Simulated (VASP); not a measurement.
Crystal: HfB.

```xyz
2
Lattice="0.0000 2.3100 2.3100 2.3100 0.0000 2.3100 2.3100 2.3100 0.0000" Properties=species:S:1:pos:R:3 pbc="T T T"
Hf    2.3100    2.3100    2.3100
B     0.0000    0.0000    0.0000
```

Base run:

| Item | Value |
| --- | --- |
| Program | VASP 6.6.1 |
| Functional | PBE |
| Potentials or basis | VASP PAW PBE potentials, release 64 (Hf_pv, B) |
| Cutoff | 520 eV |
| k mesh | 10 × 10 × 10 |
| Occupations | fermi-dirac, width 0.05 eV |
| Spin | no spin polarisation |

Its results: band gap on the k mesh none (metal or under the smearing width); pressure 30.5 GPa.

**Question.** The run is repeated on the same cell with these changes: functional from PBE to PBEsol. What comes out?

**Answer.** Band gap on the k mesh none (metal or under the smearing width); pressure 24.3 GPa.

PBEsol binds more tightly than PBE, so the same cell stands under less pressure.

Caveats: a pressure of tens of GPa on the cell as given is suspect, and the run, the potentials or the cell itself is likely at fault (some runs); so large a pressure means that the cell lies far from this level's equilibrium, or that cutoff or potentials fall short (some runs); the potentials were made for another functional, which shifts forces and pressure (some runs).

Not every run made on this cell is shown here.
